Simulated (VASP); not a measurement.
Output of a VASP run:

### OSZICAR
```
       N       E                     dE             d eps       ncg     rms          rms(c)
DAV:   1     0.671233277730E+02    0.67123E+02   -0.87381E+03   560   0.140E+03
DAV:   2    -0.443565586352E+02   -0.11148E+03   -0.10915E+03   584   0.331E+02
DAV:   3    -0.535572710935E+02   -0.92007E+01   -0.91816E+01   728   0.940E+01
DAV:   4    -0.537872418825E+02   -0.22997E+00   -0.22993E+00   632   0.166E+01
DAV:   5    -0.537971595551E+02   -0.99177E-02   -0.99176E-02   818   0.313E+00    0.438E+00
DAV:   6    -0.506135398586E+02    0.31836E+01   -0.89568E-01   680   0.158E+01    0.338E+00
DAV:   7    -0.505050084602E+02    0.10853E+00   -0.74214E-01   560   0.905E+00    0.993E-01
DAV:   8    -0.506403979394E+02   -0.13539E+00   -0.62537E-01   572   0.611E+00    0.528E-01
DAV:   9    -0.506678372784E+02   -0.27439E-01   -0.20820E-02   614   0.108E+00    0.507E-01
DAV:  10    -0.506584710845E+02    0.93662E-02   -0.53901E-03   620   0.483E-01    0.676E-01
DAV:  11    -0.506850608158E+02   -0.26590E-01   -0.97449E-02   560   0.215E+00    0.156E-01
DAV:  12    -0.506873544570E+02   -0.22936E-02   -0.52895E-03   596   0.560E-01    0.117E-01
DAV:  13    -0.506859766303E+02    0.13778E-02   -0.94701E-04   620   0.265E-01    0.221E-01
DAV:  14    -0.506876615631E+02   -0.16849E-02   -0.35625E-03   560   0.576E-01    0.431E-02
DAV:  15    -0.506877690045E+02   -0.10744E-03   -0.99352E-05   656   0.816E-02    0.202E-02
DAV:  16    -0.506877745988E+02   -0.55942E-05   -0.72418E-06   626   0.308E-02    0.872E-03
DAV:  17    -0.506877886650E+02   -0.14066E-04   -0.10500E-05   572   0.366E-02    0.491E-03
DAV:  18    -0.506877954899E+02   -0.68249E-05   -0.17726E-05   560   0.463E-02    0.437E-03
DAV:  19    -0.506877963726E+02   -0.88272E-06   -0.81010E-07   340   0.110E-02
   1 F= -.50687796E+02 E0= -.50687796E+02  d E =-.506878E+02
```

### OUTCAR
```
------------------------ aborting loop because EDIFF is reached ----------------------------------------
  FORCE on cell =-STRESS in cart. coord.  units (eV):
  Direction    XX          YY          ZZ          XY          YZ          ZX
  --------------------------------------------------------------------------------------
  Total        0.0064039      0.0064039      0.0064039      0.0000000      0.0000000      0.0000000
  in kB        0.1589196      0.1589196      0.1589196      0.0000000      0.0000000      0.0000000
  external PRESSURE =       0.1589196 kB  Pullay stress =       0.0000000 kB
  volume of cell :       64.56
      direct lattice vectors                 reciprocal lattice vectors
     0.000000000  3.184073273  3.184073273    -0.157031562  0.157031562  0.157031562
     3.184073273  0.000000000  3.184073273     0.157031562 -0.157031562  0.157031562
     3.184073273  3.184073273  0.000000000     0.157031562  0.157031562 -0.157031562
 POSITION                                       TOTAL-FORCE (eV/Angst)
 -----------------------------------------------------------------------------------
      0.00000      0.00000      0.00000         0.000000      0.000000      0.000000
      3.18407      3.18407      3.18407         0.000000     -0.000000      0.000000
 -----------------------------------------------------------------------------------
    total drift:                               -0.000000      0.000000      0.000000
  FREE ENERGIE OF THE ION-ELECTRON SYSTEM (eV)
  ---------------------------------------------------
  free  energy   TOTEN  =       -50.6877963726 eV

  energy  without entropy=      -50.6877963726  energy(sigma->0) =      -50.68779637

 reached required accuracy - stopping structural energy minimisation
```
(Selected blocks of OUTCAR.)

### POSCAR
```
SnTe
1
    0.0000000000     3.1840732730     3.1840732730
    3.1840732730     0.0000000000     3.1840732730
    3.1840732730     3.1840732730     0.0000000000
Sn Te
1 1
Direct
  0.0000000000   0.0000000000   0.0000000000
  0.5000000000   0.5000000000   0.5000000000
```

Q: Reconstruct the remaining input files.

A: This is not unique; one that fits is the input of the run itself, r2SCAN meta-GGA, plane waves, VASP's PBE PAW potentials (set 64).

File KPOINTS:
```
Automatic mesh
0
Gamma
7 7 7
0 0 0
```

**INCAR**
```
ALGO  =  Normal
EDIFF  =  1E-6
EDIFFG  =  -0.01
ENCUT  =  400
IBRION  =  2
ISIF  =  3
ISMEAR  =  0
LASPH  =  .TRUE.
LCHARG  =  .FALSE.
LMAXMIX  =  4
LMIXTAU  =  .TRUE.
LREAL  =  .FALSE.
LWAVE  =  .FALSE.
METAGGA  =  R2SCAN
NELM  =  100
NSW  =  60
PREC  =  Accurate
SIGMA  =  0.05
SYSTEM  =  SnTe
```

POTCAR, in this order: Sn_d Te (PBE.64 set). Program: vasp_std.

The compound is SnTe in the rock salt structure, which distorts at low temperature. It was relaxed first. The start is the result of an earlier pass.
